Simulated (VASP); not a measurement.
# NdH2: structure and properties in VASP, part 4 of 10

What structure does NdH2 take at this level, and what are its properties? The start is a cell from a database of measured crystal structures.

VASP 6.6.1, plane waves and PAW; the level of theory is named at each step.

Still holding for the runs below: DFT+U on an f shell has many metastable occupations, and no search among them was made.

So far, moment of the cell, from the last line of the log (μB): step 2 (magnetic order: ferromagnetic) 3.19.

### Step 6. Full relaxation (PBEsol + U)

This step: PBEsol, DFT+U (Nd f 5 eV), spin-polarised from a ferromagnetic start; plane waves and PAW (Nd, H) (VASP 6.6.1).

System of this step: NdH2. It takes space group Fm-3m (No. 225, cubic). The conventional cell has a = 5.470 Å, b = 5.470 Å, c = 5.470 Å, α = 90.00°, β = 90.00°, γ = 90.00°. Nd has 8 H at 2.37 Å nearest. H has 4 Nd at 2.37 Å nearest. Farther neighbours are not listed.

The start need not lie at this functional's minimum. ISIF = 3 frees volume, shape and positions, and EDIFFG sets the threshold on forces and stress at which the search stops.

The input, INCAR:

```
SYSTEM = NdH2
PREC = Accurate
ENCUT = 440
EDIFF = 1E-06
NELM = 150
ISMEAR = 0
SIGMA = 0.05
LREAL = .FALSE.
ALGO = Normal
GGA = PS
NBANDS = 17
ISPIN = 2
MAGMOM = 2.9 -0.01 -0.01
LDAU = .TRUE.
LDAUTYPE = 2
LDAUL = 3 -1
LDAUU = 5 0
LDAUJ = 0 0
LDAUPRINT = 1
LASPH = .TRUE.
LMAXMIX = 6
AMIX = 0.2
BMIX = 1E-04
AMIX_MAG = 0.8
BMIX_MAG = 1E-04
LORBIT = 11
LWAVE = .FALSE.
LCHARG = .FALSE.
KPAR = 8
IBRION = 2
NSW = 60
ISIF = 3
EDIFFG = -0.01
```

The input, POSCAR:

```
NdH2
1.0
    0.0000000000      2.7350000000      2.7350000000
    2.7350000000      0.0000000000      2.7350000000
    2.7350000000      2.7350000000      0.0000000000
Nd H
1 2
Direct
    0.0000000000      0.0000000000      0.0000000000
    0.2500000000      0.2500000000      0.2500000000
    0.7500000000      0.7500000000      0.7500000000
```

The input, KPOINTS:

```
Automatic mesh
0
Gamma
8 8 8
0 0 0
```

PAW data sets: Nd and H (PBE family, release 64).

Run with:

```
> mpirun -np 8 vasp_std
```

Output:

```text
[banner, memory and clock lines left out]
running    8 mpi-ranks, on    1 nodes
 distrk:  each k-point on    1 cores,    8 groups
 distr:  one band on    1 cores,    1 groups

 POSCAR found type information on POSCAR NdH
 POSCAR found :  2 types and       3 ions
 [... a notice as in an earlier step ...]

 [... a notice as in an earlier step ...]

 LDA part: xc-table for (Slater+PW92), standard interpolation
 POSCAR, INCAR and KPOINTS ok, starting setup
 FFT: planning ... GRIDC
 FFT: planning ... GRID_SOFT
 FFT: planning ... GRID
 WAVECAR not read
 entering main loop
       N       E                     dE             d eps       ncg     rms          rms(c)
DAV:   1     0.988083952026E+02    0.98808E+02   -0.55113E+03  2357   0.190E+03
DAV:   2    -0.326885869298E+01   -0.10208E+03   -0.91524E+02  3055   0.267E+02
DAV:   3    -0.133885549437E+02   -0.10120E+02   -0.97921E+01  3174   0.120E+02
DAV:   4    -0.137697087668E+02   -0.38115E+00   -0.37026E+00  3633   0.160E+01
DAV:   5    -0.137866440496E+02   -0.16935E-01   -0.16828E-01  2842   0.261E+00    0.425E+01
DAV:   6    -0.133640269900E+02    0.42262E+00   -0.38407E+01  3013   0.972E+01    0.689E+01
DAV:   7    -0.126607641146E+02    0.70326E+00   -0.48164E+00  3090   0.541E+01    0.413E+01
DAV:   8    -0.133728239552E+02   -0.71206E+00   -0.67523E+00  3017   0.390E+01    0.178E+01
DAV:   9    -0.140962251123E+02   -0.72340E+00   -0.10995E+00  3605   0.126E+01    0.132E+01
DAV:  10    -0.146243688064E+02   -0.52814E+00   -0.91351E-02  3300   0.306E+00    0.554E+00
DAV:  11    -0.146899816568E+02   -0.65613E-01   -0.53806E-02  3311   0.327E+00    0.403E+00
DAV:  12    -0.146087114117E+02    0.81270E-01   -0.12631E-01  3182   0.644E+00    0.268E+00
DAV:  13    -0.145739312962E+02    0.34780E-01   -0.92255E-02  3230   0.564E+00    0.183E+00
DAV:  14    -0.145640302543E+02    0.99010E-02   -0.21471E-02  3578   0.212E+00    0.129E+00
DAV:  15    -0.145590871804E+02    0.49431E-02   -0.25420E-02  3127   0.323E+00    0.406E-01
DAV:  16    -0.145578626294E+02    0.12246E-02   -0.60987E-03  3604   0.128E+00    0.217E-01
DAV:  17    -0.145576694737E+02    0.19316E-03   -0.19078E-03  3283   0.746E-01    0.120E-01
DAV:  18    -0.145580591390E+02   -0.38967E-03   -0.23500E-04  3307   0.238E-01    0.149E-01
DAV:  19    -0.145580588703E+02    0.26865E-06   -0.31469E-04  3007   0.358E-01    0.643E-02
DAV:  20    -0.145580531540E+02    0.57163E-05   -0.66443E-05  2942   0.171E-01    0.516E-02
DAV:  21    -0.145580550830E+02   -0.19290E-05   -0.92318E-06  3266   0.569E-02    0.122E-02
DAV:  22    -0.145580537779E+02    0.13052E-05   -0.52469E-06  2942   0.483E-02    0.133E-02
DAV:  23    -0.145580539366E+02   -0.15875E-06   -0.75793E-08  1146   0.292E-03
   1 F= -.14558054E+02 E0= -.14557509E+02  d E =-.145581E+02  mag=     3.2305
 curvature:   0.00 expect dE= 0.000E+00 dE for cont linesearch  0.000E+00
 trial: gam= 0.00000 g(F)=  0.135E-47 g(S)=  0.311E-01 ort = 0.000E+00 (trialstep = 0.100E+01)
 search vector abs. value=  0.311E-01
 bond charge predicted
       N       E                     dE             d eps       ncg     rms          rms(c)
DAV:   1    -0.148391917169E+02   -0.28114E+00   -0.61454E+00  2656   0.460E+01    0.117E+01
DAV:   2    -0.146732067165E+02    0.16599E+00   -0.42019E-01  3312   0.984E+00    0.436E+00
DAV:   3    -0.145798542075E+02    0.93353E-01   -0.27609E-01  3270   0.957E+00    0.358E+00
DAV:   4    -0.145862902584E+02   -0.64361E-02   -0.24628E-02  3238   0.231E+00    0.132E+00
DAV:   5    -0.145805120540E+02    0.57782E-02   -0.57913E-03  3464   0.117E+00    0.144E+00
DAV:   6    -0.145758428230E+02    0.46692E-02   -0.12314E-02  3810   0.111E+00    0.163E+00
DAV:   7    -0.145754148298E+02    0.42799E-03   -0.52004E-03  3737   0.608E-01    0.977E-01
DAV:   8    -0.145758075798E+02   -0.39275E-03   -0.86457E-04  3265   0.322E-01    0.404E-01
DAV:   9    -0.145754385571E+02    0.36902E-03   -0.11864E-03  2935   0.703E-01    0.502E-02
DAV:  10    -0.145754360747E+02    0.24824E-05   -0.51794E-05  3154   0.594E-02    0.108E-01
DAV:  11    -0.145754382400E+02   -0.21653E-05   -0.57409E-06  2679   0.287E-02    0.316E-02
DAV:  12    -0.145754381576E+02    0.82342E-07   -0.20534E-06  2133   0.894E-03
   2 F= -.14575438E+02 E0= -.14574846E+02  d E =-.173842E-01  mag=     3.2296
[...]
3 F= -.14575649E+02 E0= -.14575053E+02  d E =-.175950E-01  mag=     3.2295
[...]
4 F= -.14575109E+02 E0= -.14574507E+02  d E =-.170554E-01  mag=     3.2292
 curvature:   3.01 expect dE= 0.301E-02 dE for cont linesearch  0.301E-02
 ZBRENT: bracketing found
 ZBRENT: interpolating
 opt :   1.1424  next Energy=   -14.575672 (dE=-0.176E-01)
 bond charge predicted
       N       E                     dE             d eps       ncg     rms          rms(c)
DAV:   1    -0.145844551687E+02   -0.93461E-02   -0.19632E-01  2564   0.818E+00    0.264E+00
DAV:   2    -0.145779204361E+02    0.65347E-02   -0.19038E-02  3303   0.255E+00    0.793E-01
DAV:   3    -0.145757852826E+02    0.21352E-02   -0.81743E-03  3169   0.160E+00    0.735E-01
DAV:   4    -0.145758292621E+02   -0.43979E-04   -0.38350E-04  3289   0.119E-01    0.611E-01
DAV:   5    -0.145757671769E+02    0.62085E-04   -0.26294E-04  3179   0.198E-01    0.410E-01
DAV:   6    -0.145756301260E+02    0.13705E-03   -0.61034E-04  3680   0.289E-01    0.252E-01
DAV:   7    -0.145756561437E+02   -0.26018E-04   -0.91142E-05  3597   0.829E-02    0.123E-01
DAV:   8    -0.145756525743E+02    0.35694E-05   -0.12509E-05  2484   0.332E-02    0.817E-02
DAV:   9    -0.145756478778E+02    0.46966E-05   -0.86380E-06  2854   0.550E-02    0.801E-03
DAV:  10    -0.145756476385E+02    0.23931E-06   -0.40548E-07  1128   0.761E-03
   5 F= -.14575648E+02 E0= -.14575050E+02  d E =-.175937E-01  mag=     3.2294
 curvature:  -0.02 expect dE=-0.382E-06 dE for cont linesearch -0.382E-06
 trial: gam= 0.00000 g(F)=  0.225E-48 g(S)=  0.166E-04 ort =-0.719E-03 (trialstep = 0.103E+01)
 search vector abs. value=  0.166E-04
 reached required accuracy - stopping structural energy minimisation
```

Wall time 57 s (8 MPI ranks of AMD EPYC 7R43, shared host); peak memory 1.6 GiB; 7.5 min of CPU time.

OUTCAR, selected parts (step 6):

```text
   k-points           NKPTS =     29   k-points in BZ     NKDIM =     29   number of bands    NBANDS=     17

   NELECT =      16.0000    total number of electrons

atom =   1  type =  1  l = 3

 onsite density matrix

spin component  1

  0.3749 -0.0000 -0.4631 -0.0000  0.0000 -0.0000 -0.0000
 -0.0000  0.0194 -0.0000 -0.0000 -0.0000  0.0000  0.0000
 -0.4631 -0.0000  0.6140  0.0000  0.0000  0.0000  0.0000
 -0.0000 -0.0000  0.0000  0.0162 -0.0000 -0.0000  0.0000
  0.0000 -0.0000  0.0000 -0.0000  0.6140 -0.0000  0.4631
 -0.0000  0.0000  0.0000 -0.0000 -0.0000  0.9727  0.0000
 -0.0000  0.0000  0.0000  0.0000  0.4631  0.0000  0.3749

spin component  2

  0.0033  0.0000  0.0024 -0.0000  0.0000 -0.0000  0.0000
  0.0000  0.0151 -0.0000 -0.0000 -0.0000  0.0000  0.0000
  0.0024 -0.0000  0.0020 -0.0000 -0.0000 -0.0000  0.0000
 -0.0000 -0.0000 -0.0000  0.0052  0.0000  0.0000  0.0000
  0.0000 -0.0000 -0.0000  0.0000  0.0020  0.0000 -0.0024
 -0.0000  0.0000 -0.0000  0.0000  0.0000  0.0002 -0.0000
  0.0000  0.0000  0.0000  0.0000 -0.0024 -0.0000  0.0033

 occupancies and eigenvectors

  o =  0.0002  v =  0.0000  0.0000  0.0000  0.0000  0.0000  0.0000  0.0000 -0.0006  0.0000  0.0007 -0.0000  0.7906 -0.0002  0.6124      0.0000  0.0000  0.0000  0.0000  0.0000  0.0000  0.0000  0.0000  0.0000  0.0000  0.0000  0.0000  0.0000  0.0000
  o =  0.0002  v =  0.0000  0.0000  0.0000  0.0000  0.0000  0.0000  0.0000 -0.6124 -0.0000  0.7906 -0.0000 -0.0007  0.0000 -0.0006      0.0000  0.0000  0.0000  0.0000  0.0000  0.0000  0.0000  0.0000  0.0000  0.0000  0.0000  0.0000  0.0000  0.0000
  o =  0.0002  v =  0.0000  0.0000  0.0000  0.0000  0.0000  0.0000  0.0000 -0.0000  0.0000  0.0000  0.0000 -0.0001 -1.0000 -0.0001      0.0000  0.0000  0.0000  0.0000  0.0000  0.0000  0.0000  0.0000  0.0000  0.0000  0.0000  0.0000  0.0000  0.0000
  o =  0.0052  v =  0.0000  0.0000  0.0000  0.0000  0.0000  0.0000  0.0000  0.0067  0.0000  0.0052 -0.0012  0.6123  0.0000 -0.7905      0.0000  0.0000  0.0000  0.0000  0.0000  0.0000  0.0000  0.0000  0.0000  0.0000  0.0000  0.0000  0.0000  0.0000
  o =  0.0052  v =  0.0000  0.0000  0.0000  0.0000  0.0000  0.0000  0.0000  0.7905 -0.0000  0.6124  0.0006 -0.0052 -0.0000  0.0067      0.0000  0.0000  0.0000  0.0000  0.0000  0.0000  0.0000  0.0000  0.0000  0.0000  0.0000  0.0000  0.0000  0.0000
  o =  0.0052  v =  0.0000  0.0000  0.0000  0.0000  0.0000  0.0000  0.0000  0.0005  0.0000  0.0004 -1.0000 -0.0007 -0.0000  0.0009      0.0000  0.0000  0.0000  0.0000  0.0000  0.0000  0.0000  0.0000  0.0000  0.0000  0.0000  0.0000  0.0000  0.0000
  o =  0.0151  v =  0.0000  0.0000  0.0000  0.0000  0.0000  0.0000  0.0000 -0.0000 -1.0000  0.0000 -0.0000  0.0000 -0.0000 -0.0000      0.0000  0.0000  0.0000  0.0000  0.0000  0.0000  0.0000  0.0000  0.0000  0.0000  0.0000  0.0000  0.0000  0.0000
  o =  0.0162  v =  0.0000  0.0000  0.0000 -0.2487  0.5931  0.0000 -0.7657  0.0000  0.0000  0.0000  0.0000  0.0000  0.0000  0.0000      0.0000  0.0000  0.0000  0.0000  0.0000  0.0000  0.0000  0.0000  0.0000  0.0000  0.0000  0.0000  0.0000  0.0000
  o =  0.0162  v = -0.7906  0.0000 -0.6124 -0.0000  0.0000 -0.0000 -0.0000  0.0000  0.0000  0.0000  0.0000  0.0000  0.0000  0.0000      0.0000  0.0000  0.0000  0.0000  0.0000  0.0000  0.0000  0.0000  0.0000  0.0000  0.0000  0.0000  0.0000  0.0000
  o =  0.0162  v =  0.0000  0.0000  0.0000  0.9686  0.1523  0.0000 -0.1966  0.0000  0.0000  0.0000  0.0000  0.0000  0.0000  0.0000      0.0000  0.0000  0.0000  0.0000  0.0000  0.0000  0.0000  0.0000  0.0000  0.0000  0.0000  0.0000  0.0000  0.0000
  o =  0.0194  v =  0.0000 -1.0000  0.0000  0.0000  0.0000  0.0000 -0.0000  0.0000  0.0000  0.0000  0.0000  0.0000  0.0000  0.0000      0.0000  0.0000  0.0000  0.0000  0.0000  0.0000  0.0000  0.0000  0.0000  0.0000  0.0000  0.0000  0.0000  0.0000
  o =  0.9727  v =  0.6124  0.0000 -0.7906 -0.0000  0.0000 -0.0000 -0.0000  0.0000  0.0000  0.0000  0.0000  0.0000  0.0000  0.0000      0.0000  0.0000  0.0000  0.0000  0.0000  0.0000  0.0000  0.0000  0.0000  0.0000  0.0000  0.0000  0.0000  0.0000
  o =  0.9727  v =  0.0000 -0.0000  0.0000  0.0000 -0.2176 -0.9614 -0.1686  0.0000  0.0000  0.0000  0.0000  0.0000  0.0000  0.0000      0.0000  0.0000  0.0000  0.0000  0.0000  0.0000  0.0000  0.0000  0.0000  0.0000  0.0000  0.0000  0.0000  0.0000
  o =  0.9727  v =  0.0000 -0.0000 -0.0000 -0.0000  0.7600 -0.2753  0.5887  0.0000  0.0000  0.0000  0.0000  0.0000  0.0000  0.0000      0.0000  0.0000  0.0000  0.0000  0.0000  0.0000  0.0000  0.0000  0.0000  0.0000  0.0000  0.0000  0.0000  0.0000

 E-fermi :   4.2487

 spin component 1
 k-point     1 :       0.0000    0.0000    0.0000
  band No.  band energies     occupation
    ...
      5      -2.8739      1.00000
      6       0.1826      1.00000
      7       0.1826      1.00000
      8       0.1827      1.00000
      9       2.2620      1.00000
     10       5.1296      0.00000
     11       5.1296      0.00000
     12       5.1296      0.00000
     13       5.1909      0.00000
     14       5.1909      0.00000
    ...

 k-point     2 :       0.1250    0.0000    0.0000
  band No.  band energies     occupation
    ...
      5      -2.5189      1.00000
      6       0.1573      1.00000
      7       0.1574      1.00000
      8       0.1834      1.00000
      9       1.6488      1.00000
     10       5.1354      0.00000
     11       5.1769      0.00000
     12       5.1771      0.00000
     13       5.3476      0.00000
     14       5.3476      0.00000
    ...

  Total        0.0185723      0.0185723      0.0185723     -0.0000000     -0.0000000      0.0000000
  in kB        0.7603754      0.7603754      0.7603754     -0.0000000     -0.0000000      0.0000000
  external PRESSURE =       0.7603754 kB  Pullay stress =       0.0000000 kB

 POSITION                                       TOTAL-FORCE (eV/Angst)
 -----------------------------------------------------------------------------------
      0.00000      0.00000      0.00000        -0.000000     -0.000000      0.000000
      1.34734      1.34734      1.34734        -0.000000     -0.000000     -0.000000
      4.04201      4.04201      4.04201         0.000000      0.000000      0.000000
 -----------------------------------------------------------------------------------
    total drift:                               -0.000000     -0.000000      0.000000

  FREE ENERGIE OF THE ION-ELECTRON SYSTEM (eV)
  ---------------------------------------------------
  free  energy   TOTEN  =       -14.5756476385 eV

  energy  without entropy=      -14.5744524647  energy(sigma->0) =      -14.57505005

 reached required accuracy - stopping structural energy minimisation

 magnetization (x)
# of ion       s       p       d       f       tot
--------------------------------------------------
    1       -0.011  -0.108   0.071   2.953   2.905
    2       -0.011   0.001   0.000   0.000  -0.011
    3       -0.011   0.001   0.000   0.000  -0.011
--------------------------------------------------
tot         -0.033  -0.107   0.071   2.953   2.883

[... 5 parts as in an earlier step ...]

[... 16 further parts left out ...]
```

CONTCAR:

```
NdH2
   1.00000000000000
    -0.0000000000000000    2.6946752964443235    2.6946752964443235
     2.6946752964443235   -0.0000000000000000    2.6946752964443235
     2.6946752964443235    2.6946752964443235    0.0000000000000000
  Nd              H
     1     2
Direct
     0.0000000000000000    0.0000000000000000    0.0000000000000000
     0.2500000000000000    0.2500000000000000    0.2500000000000000
     0.7500000000000000    0.7500000000000000    0.7500000000000000
```

The magnetic order comes from the search above, where another run lay slightly lower; longer or canted patterns were not tried. The run keeps the 48 symmetry operations of its start, so it cannot find a distortion of lower symmetry.

Relaxation path:

| step | energy less that of the first step (eV) | largest force (eV/Å) | pressure (GPa) | volume (Å³) |
| --- | --- | --- | --- | --- |
| 1 | 0.0000 | 0.0000 | -3.14 | 40.92 |
| 2 | -0.0174 | 0.0000 | -0.33 | 39.35 |
| 3 | -0.0176 | 0.0000 | -0.13 | 39.19 |
| 4 | -0.0171 | 0.0000 | 0.59 | 38.87 |
| 5 | -0.0176 | 0.0000 | 0.08 | 39.13 |

```csv
"conventional cell, symmetrised",before,after,change
a (Å),5.470,5.389,-1.5 %
b (Å),5.470,5.389,-1.5 %
c (Å),5.470,5.389,-1.5 %
volume (Å³/atom),13.64,13.04,-4.4 %
```

Final coordinates:

```xyz
3
Lattice="0.0000 2.6947 2.6947 2.6947 0.0000 2.6947 2.6947 2.6947 0.0000" Properties=species:S:1:pos:R:3 pbc="T T T"
Nd    0.0000    0.0000    0.0000
H     1.3473    1.3473    1.3473
H     4.0420    4.0420    4.0420
```

This step gave:

| Quantity | Value |
| --- | --- |
| electrons | 16 |
| bands | 17 |
| irreducible k-points | 29 |
| symmetry operations | 48 |
| free energy (TOTEN) | -14.58 eV |
| energy at zero smearing | -14.58 eV |
| Fermi energy | 4.249 eV |
| pressure | 0.07604 GPa |
| moment of the cell, from the last line of the log | 3.229 μB |
| SCF cycles over all ionic steps | 65 |

Spin moment in the PAW sphere by atom:

```csv
atom,spin moment in the PAW sphere (μB)
Nd1,2.90
H2,-0.01
H3,-0.01
```

It ends with forces that vanish by symmetry and a pressure of 0.08 GPa.

(Continued in part 5 of 10.)

[Lines on the potential files, build, host, timing and source positions are cut from VASP's logs without a mark.]

[Logs are printed without paths, hosts, clocks, repeated set-up lines and the standing remarks that a program may print on its own settings, such as how far it seeks lower states.]

[Hosts, paths, dates, database ids (printed as entryN), source tags and the programs' standing remarks are cut or masked in the printed files.]

[A measured line is paired with the nearest computed mode of its activity, which favours agreement.]
